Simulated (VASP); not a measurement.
Level of theory: AM05 GGA, VASP's PBE PAW potentials (set 64) (plane waves; VASP).

A VASP calculation is set up with these files.

**INCAR**
```
# general
SYSTEM  = PbF2
PREC    = Accurate
ENCUT   = 520
LREAL   = F
LASPH   = T

# electronic loop
EDIFF   = 1E-7
NELM    = 100
ALGO    = Normal
LMAXMIX = 4

# smearing
ISMEAR  = -5

# functional
GGA     = AM

# ions
ISIF    = 2

# output
LWAVE   = F
LCHARG  = T
LORBIT  = 11
NEDOS   = 601

# other
LEFG    = T
```

**POSCAR**
```
PbF2
2.9621020
  0.0000000000   1.0000001659   1.0000001659
  1.0000001659   0.0000000000   1.0000001659
  1.0000001659   1.0000001659   0.0000000000
Pb F
1 2
Cart
  2.0000003319   2.0000003319   2.0000003319
  0.5000000830   0.5000000830   0.5000000830
  1.5000002489   1.5000002489   1.5000002489
```

File KPOINTS:
```
Automatic mesh
0
Gamma
7 7 7
0 0 0
```

POTCAR, in this order: Pb_d F (PBE.64 set). Program: vasp_std.

The resulting files:

File OSZICAR:
```
       N       E                     dE             d eps       ncg     rms          rms(c)
DAV:   1     0.295588515564E+03    0.29559E+03   -0.14925E+04   720   0.176E+03
DAV:   2     0.108849280788E+02   -0.28470E+03   -0.27522E+03   812   0.454E+02
DAV:   3    -0.151369497156E+02   -0.26022E+02   -0.25733E+02   822   0.151E+02
DAV:   4    -0.159647265174E+02   -0.82778E+00   -0.82676E+00   796   0.277E+01
DAV:   5    -0.159906312787E+02   -0.25905E-01   -0.25904E-01   828   0.495E+00    0.714E+00
DAV:   6    -0.144001757020E+02    0.15905E+01   -0.84671E+00   932   0.246E+01    0.267E+00
DAV:   7    -0.143900989946E+02    0.10077E-01   -0.37373E-01   728   0.432E+00    0.153E+00
DAV:   8    -0.143883566683E+02    0.17423E-02   -0.95688E-02   720   0.391E+00    0.473E-01
DAV:   9    -0.143862798896E+02    0.20768E-02   -0.17174E-02   800   0.105E+00    0.102E-01
DAV:  10    -0.143877804845E+02   -0.15006E-02   -0.17274E-03   720   0.387E-01    0.262E-02
DAV:  11    -0.143877911386E+02   -0.10654E-04   -0.88495E-05   790   0.942E-02    0.101E-02
DAV:  12    -0.143878067434E+02   -0.15605E-04   -0.27752E-05   744   0.502E-02    0.589E-03
DAV:  13    -0.143878061270E+02    0.61637E-06   -0.42897E-06   904   0.263E-02    0.858E-04
DAV:  14    -0.143878061916E+02   -0.64571E-07   -0.37737E-07   718   0.609E-03
   1 F= -.14387806E+02 E0= -.14387806E+02  d E =0.000000E+00
```

File OUTCAR:
```
------------------------ aborting loop because EDIFF is reached ----------------------------------------
  FORCE on cell =-STRESS in cart. coord.  units (eV):
  Direction    XX          YY          ZZ          XY          YZ          ZX
  --------------------------------------------------------------------------------------
  Total       -0.0077777     -0.0077777     -0.0077777     -0.0000000      0.0000000      0.0000000
  in kB       -0.2397350     -0.2397350     -0.2397350     -0.0000000      0.0000000      0.0000000
  external PRESSURE =      -0.2397350 kB  Pullay stress =       0.0000000 kB
  volume of cell :       51.98
      direct lattice vectors                 reciprocal lattice vectors
     0.000000000  2.962102492  2.962102492    -0.168799021  0.168799021  0.168799021
     2.962102492  0.000000000  2.962102492     0.168799021 -0.168799021  0.168799021
     2.962102492  2.962102492  0.000000000     0.168799021  0.168799021 -0.168799021
 POSITION                                       TOTAL-FORCE (eV/Angst)
 -----------------------------------------------------------------------------------
      0.00000      0.00000      0.00000        -0.000000     -0.000000     -0.000000
      1.48105      1.48105      1.48105        -0.000000     -0.000000     -0.000000
      4.44315      4.44315      4.44315         0.000000      0.000000      0.000000
 -----------------------------------------------------------------------------------
    total drift:                                0.000000     -0.000000      0.000000
  FREE ENERGIE OF THE ION-ELECTRON SYSTEM (eV)
  ---------------------------------------------------
  free  energy   TOTEN  =       -14.3878061916 eV

  energy  without entropy=      -14.3878061916  energy(sigma->0) =      -14.38780619

 total charge

# of ion       s       p       d       tot
------------------------------------------
    1        1.546   0.291   9.866  11.703
    2        1.741   4.317   0.000   6.058
    3        1.741   4.317   0.000   6.058
--------------------------------------------------
tot          5.029   8.924   9.866  23.819

 Electric field gradients after diagonalization (V/A^2)
 (convention: |V_zz| > |V_xx| > |V_yy|)
----------------------------------------------------------------------
 ion       V_xx      V_yy      V_zz     asymmetry (V_yy - V_xx)/ V_zz
----------------------------------------------------------------------
   1       0.001     0.001    -0.002       0.000
   2      -0.002    -0.002     0.003       0.000
   3      -0.002    -0.002     0.003       0.000
```
(Selected blocks of OUTCAR.)

File OUTCAR:
```
 val. band max:        1.8179279530   @ k =  -0.2857   0.4286   0.1429

 cond. band min:       6.2693228113   @ k =   0.4286   0.4286   0.0000


 Fermi energy:         1.8434614870

 k-point     1 :       0.0000    0.0000    0.0000
  band No.  band energies     occupation
      1     -19.0706      2.00000
      2     -18.4239      2.00000
      3     -12.5878      2.00000
      4     -12.5878      2.00000
      5     -12.5878      2.00000
      6     -12.5276      2.00000
      7     -12.5276      2.00000
      8      -2.8468      2.00000
      9      -0.6398      2.00000
     10      -0.6398      2.00000
     11      -0.6398      2.00000
     12      -0.1418      2.00000
     13      -0.1418      2.00000
     14      -0.1418      2.00000
     15       8.5691      0.00000
     16       8.5691      0.00000
     17       8.5691      0.00000
     18      12.6191      0.00000

 k-point     2 :       0.1429    0.0000    0.0000
  band No.  band energies     occupation
      1     -19.0298      2.00000
      2     -18.4615      2.00000
      3     -12.5798      2.00000
      4     -12.5798      2.00000
      5     -12.5448      2.00000
      6     -12.5273      2.00000
      7     -12.5273      2.00000
      8      -3.1812      2.00000
      9      -0.7955      2.00000
     10      -0.6814      2.00000
     11      -0.6814      2.00000
     12      -0.1732      2.00000
     13      -0.1732      2.00000
     14       0.3690      2.00000
     15       7.9502      0.00000
     16       8.7334      0.00000
     17       8.7334      0.00000
     18      13.7141      0.00000

 k-point     3 :       0.2857    0.0000    0.0000
  band No.  band energies     occupation
      1     -18.9271      2.00000
      2     -18.5530      2.00000
      3     -12.5699      2.00000
      4     -12.5699      2.00000
      5     -12.5182      2.00000
      6     -12.5182      2.00000
      7     -12.4514      2.00000
      8      -3.7433      2.00000
      9      -1.0079      2.00000
...
```

Unless said otherwise, spin-orbit coupling is left out, though it shifts the bands of the heavy elements here.

The compound is PbF2 in the fluorite structure, the β form. It was relaxed first.
